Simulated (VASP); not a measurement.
VASP runs on VAs (a trial cell in the tenorite structure, space group C2/c) share one base input (PBE GGA, plane waves, VASP's PBE PAW potentials (set 64)) and change the settings named in each case.

**POSCAR**
```
VAs
1
    3.2336870000    -2.3631320000     0.0000000000
    3.2336870000     2.3631320000     0.0000000000
   -1.1737100000     0.0000000000     6.9838620000
V As
2 2
Direct
  0.0000000000   0.5000000000   0.0000000000
  0.5000000000   0.0000000000   0.5000000000
  0.5816000000   0.4184000000   0.2500000000
  0.4184000000   0.5816000000   0.7500000000
```

**KPOINTS**
```
K-points
0
Gamma
 5 5 3
```

INCAR:
```
# general
SYSTEM  = VAs
PREC    = Accurate
ENCUT   = 400   # plane-wave cut-off (eV)
LREAL   = F   # projection in real space or not
LASPH   = T

# electronic loop
EDIFF   = 1E-6
NELM    = 100   # most electronic steps
ALGO    = Normal   # blocked Davidson
LMAXMIX = 4

# smearing
ISMEAR  = 0
SIGMA   = 0.05   # width (eV)

# functional
GGA     = PE   # PBE

# spin
ISPIN   = 2
MAGMOM  = 2*2.0 2*0.0

# ions
ISIF    = 2

# output
LWAVE   = F
LCHARG  = F
LORBIT  = 10
```

POTCAR, in this order: V_sv As (PBE.64 set). Program: vasp_std.

```
change                             E(σ→0) (eV/atom)  pressure (GPa)  largest force (eV/Å)  moment (μB)  −TS (eV)
---------------------------------  ----------------  --------------  --------------------  -----------  --------
base run                                    -6.2211          -11.94                 0.140         4.17   -0.0076
ISPIN = 1, the spin start removed           -5.8624          -15.55                 0.069            -   -0.0223
MAGMOM = 0 0 0 0                            -5.8623          -15.52                 0.069         0.00   -0.0223
MAGMOM = 0.4 0.4 0.0 0.0                    -6.2211          -11.93                 0.140         4.17   -0.0076
MAGMOM = 4.0 4.0 0.0 0.0                    -6.2211          -11.95                 0.140         4.17   -0.0076
MAGMOM = 2.0 -2.0 0.0 0.0                   -6.1730          -11.70                 0.182         0.00   -0.0117
NUPDOWN = 0                                 -5.8624          -15.55                 0.069         0.00   -0.0223
NUPDOWN = 1                                 -5.9682          -13.68                 0.130         1.00   -0.0063
NUPDOWN = 2                                 -6.0251          -13.58                 0.175         2.00   -0.0045
NUPDOWN = 4                                 -6.2172          -12.05                 0.180         4.00   -0.0064
```
  The base run's pressure lies -0.43 GPa from that at 800 eV (Pulay error).

Left out are runs that ran out of time, are held back, or changed the cell or the kind of run, fixed moments of cells without a moment, rows past the twelfth, gaps on odd meshes, pressures of charged cells and columns that move by less than the noise.

The structure was generated: VAs was put into the tenorite type (C2/c), which need not be its known phase. The cell was not relaxed at this level, forces remain on its atoms.
